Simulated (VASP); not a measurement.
Method: optB86b-vdW, VASP's PBE PAW potentials (set 64) (plane waves; VASP).

VASP input:

**INCAR**
```
SYSTEM = NiSi2
PREC = Accurate; ENCUT = 520; LREAL = F
LASPH = T
EDIFF = 1E-6; NELM = 100; ALGO = Normal
LMAXMIX = 4
ISMEAR = 1; SIGMA = 0.1
GGA = MK; LUSE_VDW = T; AGGAC = 0.0
PARAM1 = 0.1234; PARAM2 = 1.0
IBRION = 2; NSW = 60; ISIF = 3
EDIFFG = -0.02
LWAVE = F; LCHARG = F
```

POSCAR:
```
NiSi2
1
    0.0000000000     2.6949412397     2.6949412397
    2.6949412397    -0.0000000000     2.6949412397
    2.6949412397     2.6949412397     0.0000000000
Si Ni
2 1
Direct
  0.2500000000   0.2500000000   0.2500000000
  0.7500000000   0.7500000000   0.7500000000
  0.0000000000   0.0000000000   0.0000000000
```

File KPOINTS:
```
Automatic
0
gamma
 9 9 9
0 0 0
```

POTCAR, in this order: Si Ni (PBE.64 set). Program: vasp_std.

Output

OSZICAR:
```
       N       E                     dE             d eps       ncg     rms          rms(c)
DAV:   1     0.755715940713E+02    0.75572E+02   -0.79496E+03   918   0.141E+03
DAV:   2    -0.102343335487E+02   -0.85806E+02   -0.80120E+02   940   0.248E+02
DAV:   3    -0.143132616372E+02   -0.40789E+01   -0.39968E+01  1201   0.620E+01
DAV:   4    -0.143915706574E+02   -0.78309E-01   -0.78239E-01  1043   0.806E+00
DAV:   5    -0.143936800664E+02   -0.21094E-02   -0.21069E-02  1217   0.140E+00    0.160E+01
DAV:   6    -0.185578649464E+02   -0.41642E+01   -0.48679E+01   998   0.176E+02    0.234E+01
DAV:   7    -0.125870572651E+02    0.59708E+01   -0.14887E+01  1108   0.111E+02    0.366E+00
DAV:   8    -0.125550438869E+02    0.32013E-01   -0.20163E+00  1346   0.238E+01    0.265E+00
DAV:   9    -0.125072557068E+02    0.47788E-01   -0.26087E-01  1113   0.110E+01    0.510E-01
DAV:  10    -0.125066937607E+02    0.56195E-03   -0.81204E-03  1263   0.155E+00    0.253E-01
DAV:  11    -0.125067274646E+02   -0.33704E-04   -0.76160E-04  1267   0.364E-01    0.340E-02
DAV:  12    -0.125067502613E+02   -0.22797E-04   -0.67758E-05  1190   0.168E-01    0.206E-02
DAV:  13    -0.125067474514E+02    0.28100E-05   -0.17977E-05  1147   0.103E-01    0.691E-03
DAV:  14    -0.125067476772E+02   -0.22589E-06   -0.13296E-06   758   0.101E-02
   1 F= -.12506748E+02 E0= -.12507000E+02  d E =-.125067E+02
       N       E                     dE             d eps       ncg     rms          rms(c)
DAV:   1    -0.131273687202E+02   -0.62062E+00   -0.58234E+00   985   0.539E+01    0.736E+00
DAV:   2    -0.143172356453E+02   -0.11899E+01   -0.11819E+01  1214   0.950E+01    0.124E+01
DAV:   3    -0.125428511227E+02    0.17744E+01   -0.66870E+00  1067   0.611E+01    0.211E+00
DAV:   4    -0.125230525530E+02    0.19799E-01   -0.22974E-01  1092   0.737E+00    0.101E+00
DAV:   5    -0.125138081607E+02    0.92444E-02   -0.12569E-02  1445   0.210E+00    0.297E-01
DAV:   6    -0.125131069112E+02    0.70125E-03   -0.13611E-03  1352   0.657E-01    0.770E-02
DAV:   7    -0.125131090175E+02   -0.21064E-05   -0.89048E-05  1327   0.111E-01    0.123E-02
DAV:   8    -0.125131085083E+02    0.50927E-06   -0.28869E-06  1034   0.173E-02
   2 F= -.12513109E+02 E0= -.12513421E+02  d E =-.636083E-02
       N       E                     dE             d eps       ncg     rms          rms(c)
DAV:   1    -0.126357652803E+02   -0.12266E+00   -0.10184E+00  1018   0.221E+01    0.333E+00
DAV:   2    -0.129038982840E+02   -0.26813E+00   -0.27770E+00  1084   0.431E+01    0.536E+00
DAV:   3    -0.125201825183E+02    0.38372E+00   -0.11370E+00  1101   0.307E+01    0.360E-01
DAV:   4    -0.125220861652E+02   -0.19036E-02   -0.47988E-02  1099   0.192E+00    0.407E-01
DAV:   5    -0.125203520635E+02    0.17341E-02   -0.43505E-03  1144   0.163E+00    0.613E-02
DAV:   6    -0.125203673171E+02   -0.15254E-04   -0.22378E-04  1080   0.140E-01    0.304E-02
DAV:   7    -0.125203725515E+02   -0.52344E-05   -0.13372E-05  1180   0.404E-02    0.711E-03
DAV:   8    -0.125203718884E+02    0.66316E-06   -0.83044E-07   680   0.136E-02
   3 F= -.12520372E+02 E0= -.12520666E+02  d E =-.136242E-01
```

### OUTCAR
```
------------------------ aborting loop because EDIFF is reached ----------------------------------------
  FORCE on cell =-STRESS in cart. coord.  units (eV):
  Direction    XX          YY          ZZ          XY          YZ          ZX
  --------------------------------------------------------------------------------------
  Total        0.0108016      0.0108016      0.0108016      0.0000000     -0.0000000      0.0000000
  in kB        0.4301310      0.4301310      0.4301310      0.0000000     -0.0000000      0.0000000
  external PRESSURE =       0.4301310 kB  Pullay stress =       0.0000000 kB
  volume of cell :       40.23
      direct lattice vectors                 reciprocal lattice vectors
    -0.000000000  2.719714346  2.719714346    -0.183842837  0.183842837  0.183842837
     2.719714346  0.000000000  2.719714346     0.183842837 -0.183842837  0.183842837
     2.719714346  2.719714346  0.000000000     0.183842837  0.183842837 -0.183842837
 POSITION                                       TOTAL-FORCE (eV/Angst)
 -----------------------------------------------------------------------------------
      1.35986      1.35986      1.35986        -0.000000     -0.000000     -0.000000
      4.07957      4.07957      4.07957        -0.000000      0.000000      0.000000
      0.00000      0.00000      0.00000         0.000000     -0.000000      0.000000
 -----------------------------------------------------------------------------------
    total drift:                               -0.000000     -0.000000      0.000000
  FREE ENERGIE OF THE ION-ELECTRON SYSTEM (eV)
  ---------------------------------------------------
  free  energy   TOTEN  =       -12.5203718884 eV

  energy  without entropy=      -12.5212541191  energy(sigma->0) =      -12.52066597

 reached required accuracy - stopping structural energy minimisation
```
(Selected blocks of OUTCAR.)

File CONTCAR:
```
NiSi2
   1.00000000000000
    -0.0000000000000000    2.7197143464743760    2.7197143464743760
     2.7197143464743760    0.0000000000000000    2.7197143464743760
     2.7197143464743760    2.7197143464743760    0.0000000000000000
  Si              Ni
     2     1
Direct
     0.2500000000000000    0.2500000000000000    0.2500000000000000
     0.7500000000000000    0.7500000000000000    0.7500000000000000
     0.0000000000000000    0.0000000000000000    0.0000000000000000
```

OUTCAR:
```
 val. band max:       10.0512746878   @ k =   0.3333   0.2222   0.0000

 cond. band min:      10.2258892512   @ k =  -0.4444   0.4444   0.1111


 Fermi energy:        10.1725008801

 k-point     1 :       0.0000    0.0000    0.0000
  band No.  band energies     occupation
      1      -3.5241      2.00000
      2       5.0475      2.00000
      3       5.0475      2.00000
      4       5.0475      2.00000
      5       6.7168      2.00000
      6       6.7168      2.00000
      7       9.6787      2.00000
      8      11.8123     -0.00000
      9      11.8123     -0.00000
     10      11.8123     -0.00000
     11      12.4664      0.00000
     12      12.4664      0.00000
     13      12.4664      0.00000

 k-point     2 :       0.1111    0.0000    0.0000
  band No.  band energies     occupation
      1      -3.3439      2.00000
      2       4.6710      2.00000
      3       5.1043      2.00000
      4       5.1043      2.00000
      5       6.6853      2.00000
      6       6.6853      2.00000
      7       9.3853      2.00000
      8      10.6944     -0.00000
      9      11.1245     -0.00000
     10      11.1245     -0.00000
     11      13.0699      0.00000
     12      13.0699      0.00000
     13      13.9825      0.00000

 k-point     3 :       0.2222    0.0000    0.0000
  band No.  band energies     occupation
      1      -2.8087      2.00000
      2       3.6655      2.00000
      3       5.2475      2.00000
      4       5.2475      2.00000
      5       6.6397      2.00000
      6       6.6397      2.00000
      7       8.0391      2.00000
      8      10.2545      0.01005
      9      10.2545      0.01005
     10      10.9914     -0.00000
     11      12.7373      0.00000
     12      12.7373      0.00000
     13      13.7056      0.00000

 k-point     4 :       0.3333    0.0000    0.0000
  band No.  band energies     occupation
      1      -1.9378      2.00000
      2       2.2574      2.00000
      3       5.3934      2.00000
...
```

Energy and stress use the plane-wave basis of the starting cell.

The compound is NiSi2 in the fluorite structure. This run relaxes it. Symmetry was kept, so distortions that lower it aren't found. The start is the result of an earlier pass. The run is not spin-polarised, so no magnetic state was tried.
